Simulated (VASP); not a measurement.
# CdS (P6_3mc) in VASP: notebook

Aim: see how the results for CdS move with the level of theory and the settings. Levels: PBE, LDA. Tasks: dielectric tensor, band structure.

All numbers are computed with VASP 6.6.1; they aren't measurements. Logs are shortened: lines on timing, memory, paths and dates and some standing lists are left out, and cuts for length are marked.

**Measured values to compare with.**

From “Isotope dependence of band-gap energy”, 2008, arxiv:0807.2152, for a bulk crystal of CdS: band gap 2.5809 ± 0.0002 eV.

The runs below are set against these values where they give the same quantity.

## 1. Starting point

It takes space group P6_3mc (No. 186, hexagonal). The conventional cell has a = 4.169 Å, b = 4.169 Å, c = 6.780 Å, α = 90.00°, β = 90.00°, γ = 120.00°. Cd (site symmetry 3m) is surrounded by 4 S at 2.55 Å. S (site symmetry 3m) has 4 Cd at 2.55 Å as nearest neighbours.

The cell is a database's computed one.

## 2. Dielectric tensor, PBE

Contents of INCAR:

```
SYSTEM = CdS
ALGO     = Fast           ! electronic algorithm
EDIFF    = 1E-8           ! SCF threshold, eV
ENCUT    = 450            ! plane-wave cutoff, eV
GGA      = PE             ! functional
IBRION   = 8              ! ionic algorithm
ISIF     = 2              ! what is computed and relaxed
ISMEAR   = 0              ! smearing method
KPAR     = 4            
LASPH    = .TRUE.         ! aspherical terms in the spheres
LCHARG   = .FALSE.        ! write CHGCAR
LEPSILON = .TRUE.         ! dielectric tensor by DFPT
LREAL    = .FALSE.        ! projectors in reciprocal space
LWAVE    = .FALSE.        ! write WAVECAR
NELM     = 120            ! most SCF steps
PREC     = Accurate       ! precision mode
SIGMA    = 0.02           ! smearing width, eV
```

Contents of KPOINTS:

```
k-points
0
G
  9 9 5
  0 0 0
```

Contents of POSCAR:

```
CdS                                     
1.0
    4.1688897967      0.0000000000      0.0000000000
   -2.0844448484      3.6103644707      0.0000000000
    0.0000000000      0.0000000000      6.7801618396
  Cd              S             
     2     2
Direct
     0.6666666699999979    0.3333333300000021    0.5001861622150443
     0.3333333300000021    0.6666666699999979    0.0001861622150443
     0.6666666699999979    0.3333333300000021    0.8768138377849510
     0.3333333300000021    0.6666666699999979    0.3768138377849510
```

Potentials or basis: VASP PAW PBE potentials, release 64 (Cd, S).

Launch:

```console
$ cat potpaw_PBE.64/Cd/POTCAR potpaw_PBE.64/S/POTCAR > POTCAR
$ mpirun -np 4 vasp_std > vasp.out
```

OUTCAR:

```text
SYSTEM = CdS
   EDIFF = 1E-8
   ENCUT = 450
   GGA = PE
   IBRION = 8
   ISIF = 2
   ISMEAR = 0
   LASPH = .TRUE.
   LEPSILON = .TRUE.
   LREAL = .FALSE.
   NELM = 120
   PREC = Accurate

 ion  position               nearest neighbor table
   1  0.667  0.333  0.500-   4 2.55   4 2.55   4 2.55   3 2.55
   2  0.333  0.667  0.000-   3 2.55   3 2.55   3 2.55   4 2.55
   3  0.667  0.333  0.877-   2 2.55   2 2.55   2 2.55   1 2.55
   4  0.333  0.667  0.377-   1 2.55   1 2.55   1 2.55   2 2.55

  LATTYP: Found a hexagonal cell.
 ALAT       =     4.1688897967
 C/A-ratio  =     1.6263710892

  Lattice vectors:

 A1 = (   4.1688897967,   0.0000000000,   0.0000000000)
 A2 = (  -2.0844448484,   3.6103644707,   0.0000000000)
 A3 = (   0.0000000000,   0.0000000000,   6.7801618396)

Analysis of symmetry for initial positions (statically):
=====================================================================
 Subroutine PRICEL returns:
 Original cell was already a primitive cell.

 Routine SETGRP: Setting up the symmetry group for a
 hexagonal supercell.

 Subroutine GETGRP returns: Found 12 space group operations
 (whereof  6 operations were pure point group operations)
 out of a pool of 24 trial point group operations.

The static configuration has the point symmetry C_3v.
 The point group associated with its full space group is C_6v.

Analysis of symmetry for dynamics (positions and initial velocities):
=====================================================================
 Subroutine PRICEL returns:
 Original cell was already a primitive cell.

 Routine SETGRP: Setting up the symmetry group for a
 hexagonal supercell.

 Subroutine GETGRP returns: Found 12 space group operations
 (whereof  6 operations were pure point group operations)
 out of a pool of 24 trial point group operations.

The dynamic configuration has the point symmetry C_3v.
 The point group associated with its full space group is C_6v.

 Subroutine INISYM returns: Found 12 space group operations
 (whereof  6 operations are pure point group operations),
 and found     1 'primitive' translations

----------------------------------------------------------------------------------------

                                     Primitive cell

  volume of cell :     102.0497

  direct lattice vectors                    reciprocal lattice vectors
     4.168889797  0.000000000  0.000000000     0.239872016  0.138490170  0.000000000
    -2.084444848  3.610364471  0.000000000     0.000000000  0.276980346  0.000000000
     0.000000000  0.000000000  6.780161840     0.000000000  0.000000000  0.147489105

  length of vectors
     4.168889797  4.168889773  6.780161840     0.276980344  0.276980346  0.147489105

  position of ions in fractional coordinates (direct lattice)
     0.666666670  0.333333330  0.500186162
     0.333333330  0.666666670  0.000186162
     0.666666670  0.333333330  0.876813838
     0.333333330  0.666666670  0.376813838

  ion indices of the primitive-cell ions
   primitive index   ion index
                 1           1
                 2           2
                 3           3
                 4           4

----------------------------------------------------------------------------------------

 KPOINTS: k-points

Automatic generation of k-mesh.
 Grid dimensions read from file:
 generate k-points for:    9    9    5

 Generating k-lattice:

  Cartesian coordinates                     Fractional coordinates (reciprocal lattice)
     0.026652446  0.015387797  0.000000000     0.111111111  0.000000000  0.000000000
     0.000000000  0.030775594  0.000000000     0.000000000  0.111111111  0.000000000
     0.000000000  0.000000000  0.029497821     0.000000000  0.000000000  0.200000000

  Length of vectors
[... 760 lines left out ...]

--------------------------------------- Ionic step        3  -------------------------------------------

------------------------ aborting loop because EDIFF is reached ----------------------------------------

 PIEZOELECTRIC TENSOR FIELD DIRECTION 3  (e Angst)
 -----------------------------------------------------------------------------
     2.16122  0.00000  0.00000           ( -0.02034 -0.00000  0.00000)
     0.00000  2.16122 -0.00000           ( -0.00000 -0.02034 -0.00000)
    -0.00000 -0.00000 -4.40154           (  0.00000  0.00000  0.04112)

 PIEZOELECTRIC TENSOR FIELD DIRECTION 3  (C/m^2)
 -----------------------------------------------------------------------------
     0.33931  0.00000  0.00000
     0.00000  0.33931 -0.00000
    -0.00000 -0.00000 -0.69104

[... ionic steps 4 to 9 ...]

--------------------------------------- Ionic step       10  -------------------------------------------

------------------------ aborting loop because EDIFF is reached ----------------------------------------

[... ionic steps 11 to 11 ...]

--------------------------------------- Ionic step       12  -------------------------------------------

[... 34 lines left out ...]
  y     0.00000     0.00000    -0.00000     0.00000     0.34392     0.00000
  z     0.33931     0.33931    -0.69104     0.00000     0.00000     0.00000

 BORN EFFECTIVE CHARGES (including local field effects) (in |e|, cummulative output)
 ---------------------------------------------------------------------------------
 ion    1
    1     2.16917     0.00000     0.00000
    2     0.00000     2.16917     0.00000
    3    -0.00000     0.00000     2.25681
 ion    2
    1     2.16917     0.00000     0.00000
    2     0.00000     2.16917    -0.00000
    3     0.00000     0.00000     2.25681
 ion    3
    1    -2.16917    -0.00000    -0.00000
    2    -0.00000    -2.16917    -0.00000
    3     0.00000    -0.00000    -2.25681
 ion    4
    1    -2.16917    -0.00000     0.00000
    2    -0.00000    -2.16917     0.00000
    3    -0.00000     0.00000    -2.25681

 INTERNAL STRAIN TENSOR FOR ION    4 for displacements in x,y,z  (eV/Angst):
          X           Y           Z          XY          YZ          ZX
  --------------------------------------------------------------------------------
  x    -0.00000     0.00000     0.00000    -6.35963     0.00000     3.89481
  y    -6.35963     6.35963     0.00000     0.00000     3.40831     0.00000
  z     3.64553     3.64553    -7.13539     0.00000     0.00000     0.00000

 SECOND DERIVATIVES (NOT SYMMETRIZED)
 ------------------------------------
               1X          1Y          1Z          2X          2Y          2Z          3X          3Y          3Z          4X          4Y          4Z
  1X    -4.761455   -0.000000    0.000000   -0.106613   -0.000000    0.000000    0.051594    0.000000    0.000000    4.816474    0.000000    0.000000
  1Y    -0.000000   -4.761455    0.000000   -0.000000   -0.106613    0.000000    0.000000    0.051594   -0.000000    0.000000    4.816474   -0.000000
  1Z     0.000000   -0.000000   -6.362673    0.000000   -0.000000    1.734120   -0.000000    0.000000    3.560446   -0.000000    0.000000    1.068107
  2X    -0.106613   -0.000000    0.000000   -4.761455   -0.000000   -0.000000    4.816474    0.000000   -0.000000    0.051594    0.000000   -0.000000
  2Y    -0.000000   -0.106613   -0.000000   -0.000000   -4.761455   -0.000000    0.000000    4.816474    0.000000    0.000000    0.051594    0.000000
  2Z    -0.000000    0.000000    1.734120   -0.000000    0.000000   -6.362673    0.000000   -0.000000    1.068107    0.000000    0.000000    3.560446
  3X     0.056914    0.000000   -0.000000    4.820677    0.000000   -0.000000   -5.365672   -0.000000   -0.000000    0.488082    0.000000    0.000000
  3Y     0.000000    0.056914    0.000000    0.000000    4.820677    0.000000   -0.000000   -5.365672    0.000000    0.000000    0.488082    0.000000
  3Z     0.000000    0.000000    3.529272    0.000000    0.000000    1.049146    0.000000    0.000000   -7.169769   -0.000000    0.000000    2.591351
  4X     4.820677    0.000000   -0.000000    0.056914    0.000000    0.000000    0.488082    0.000000   -0.000000   -5.365672   -0.000000    0.000000
  4Y     0.000000    4.820677    0.000000    0.000000    0.056914   -0.000000    0.000000    0.488082   -0.000000   -0.000000   -5.365672   -0.000000
  4Z     0.000000    0.000000    1.049146    0.000000   -0.000000    3.529272    0.000000   -0.000000    2.591351    0.000000    0.000000   -7.169769

 Eigenvectors and eigenvalues of the dynamical matrix
 ----------------------------------------------------

   1 f  =    8.726215 THz    54.828424 2PiTHz  291.075192 cm-1    36.088708 meV
             X         Y         Z           dx          dy          dz
      2.084445  1.203455  3.391343     0.000000   -0.000000    0.120457
      0.000000  2.406910  0.001262    -0.000000    0.000000   -0.120457
      2.084445  1.203455  5.944940     0.000000   -0.000000   -0.696771
      0.000000  2.406910  2.554859    -0.000000    0.000000    0.696771
[... 71 lines left out ...]
  12 f/i=    0.015219 THz     0.095622 2PiTHz    0.507643 cm-1     0.062940 meV
             X         Y         Z           dx          dy          dz
      2.084445  1.203455  3.391343     0.000000    0.000000    0.622963
      0.000000  2.406910  0.001262     0.000000    0.000000    0.622963
      2.084445  1.203455  5.944940     0.000000    0.000000    0.334540
      0.000000  2.406910  2.554859     0.000000    0.000000    0.334540

--------------------------------------------------------------------------------------------------------

 MACROSCOPIC STATIC DIELECTRIC TENSOR IONIC CONTRIBUTION
 ------------------------------------------------------
           3.424446     0.000000     0.000000
           0.000000     3.424446    -0.000000
           0.000000    -0.000000     3.923557
 ------------------------------------------------------

 ELASTIC MODULI CONTR FROM IONIC RELAXATION (kBar)
 Direction    XX          YY          ZZ          XY          YZ          ZX
 --------------------------------------------------------------------------------
 XX        -307.7323    126.1688    177.5607     -0.0000      0.0000     -0.0000
 YY         126.1688   -307.7323    177.5607     -0.0000     -0.0000      0.0000
 ZZ         177.5607    177.5607   -347.2924      0.0000     -0.0000      0.0000
 XY          -0.0000     -0.0000      0.0000   -216.9506     -0.0000      0.0000
 YZ          -0.0000      0.0000     -0.0000     -0.0000    -83.5031     -0.0000
 ZX          -0.0000      0.0000      0.0000      0.0000     -0.0000    -91.4258
 --------------------------------------------------------------------------------

 PIEZOELECTRIC TENSOR IONIC CONTR  for field in x, y, z        (C/m^2)
          XX          YY          ZZ          XY          YZ          ZX
  --------------------------------------------------------------------------------
  x    -0.00000    -0.00000     0.00000     0.00000    -0.00000    -0.52650
  y     0.00000     0.00000    -0.00000    -0.00000    -0.50317    -0.00000
  z    -0.56158    -0.56158     1.09840    -0.00000     0.00000    -0.00000
```

Wall time 6.9 min (4 MPI ranks of AMD EPYC 9R45 (Zen 5), shared host); peak memory 0.86 GiB.

Results:

- Band gap on the k mesh: 1.16 eV, direct
- Electronic dielectric tensor (diagonal): 6.16, 6.16, 6.25
- Born charges (mean of the diagonal): Cd +2.20; S -2.20 e
- Highest phonon frequency at Γ, LO-TO splitting left out: 291 cm⁻¹

Phonon frequencies in cm⁻¹ (negative: imaginary):
```csv
q point,frequencies
"(0.000, 0.000, 0.000)",-1 0 0 40 40 133 224 231 231 244 244 291
```

Electronic dielectric tensor:
```
6.16 0.00 0.00
0.00 6.16 0.00
0.00 0.00 6.25
```

Born effective charge tensors (e):
atom 1, Cd
```
2.17 0.00 0.00
0.00 2.17 0.00
0.00 0.00 2.26
```
atom 2, Cd
```
2.17 0.00 0.00
0.00 2.17 0.00
0.00 0.00 2.26
```
atom 3, S
```
-2.17  0.00  0.00
 0.00 -2.17  0.00
 0.00  0.00 -2.26
```
atom 4, S
```
-2.17  0.00  0.00
 0.00 -2.17  0.00
 0.00  0.00 -2.26
```

(Continued in part 2 of 2.)
